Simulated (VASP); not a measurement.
A run of VASP 6.6.1 is set up as follows.

Contents of INCAR:

```
SYSTEM = HoO
PREC = Accurate
ENCUT = 520
EDIFF = 1E-7
ISMEAR = 0
SIGMA = 0.05
LREAL = .False.
LASPH = .True.
NELM = 120
ALGO = Normal
ISIF = 2
LWAVE = .False.
LCHARG = .False.
ISPIN = 2
MAGMOM = 4 0
LORBIT = 11
NUPDOWN = 3
LMAXMIX = 6
LDAU = .True.
LDAUTYPE = 2
LDAUL = 3 -1
LDAUU = 4 0
LDAUJ = 0 0
LDAUPRINT = 1
METAGGA = R2SCAN
LMIXTAU = .True.
NBANDS = 24
```

KPOINTS

```
Automatic mesh
0
Gamma
  7 7 6
  0 0 0
```

The input POSCAR:

```
HoO
1.0
    3.0640300800      0.0000000000      0.0000000000
   -1.5320150400      2.6535278900      0.0000000000
    0.0000000000      0.0000000000      2.9903415500
Ho O
1 1
Direct
    0.0000000000      0.0000000000      0.0000000000
    0.6666666667      0.3333333333      0.5000000000
```

Potentials or basis: VASP PAW PBE potentials, release 64 (Ho, O).

Launch:

```console
$ cat potpaw_PBE.64/Ho/POTCAR potpaw_PBE.64/O/POTCAR > POTCAR
$ mpirun -np 1 vasp_std > vasp.out
```

Question: Estimate the pressure.

Answer: 35.3 GPa.

Stress tensor (GPa, compression positive):
```
35.78  0.00  0.00
 0.00 35.78  0.00
 0.00  0.00 34.38
```

Caveat: the magnetic or orbital state may not be the lowest; a pressure of tens of GPa on the cell as given is suspect, and the run, the potentials or the cell itself is likely at fault; the PAW data sets were made with another functional, which shifts forces and pressure a little; the total moment is fixed, so each spin has its own Fermi level. The state reached can hang on the start; a lower one may exist.
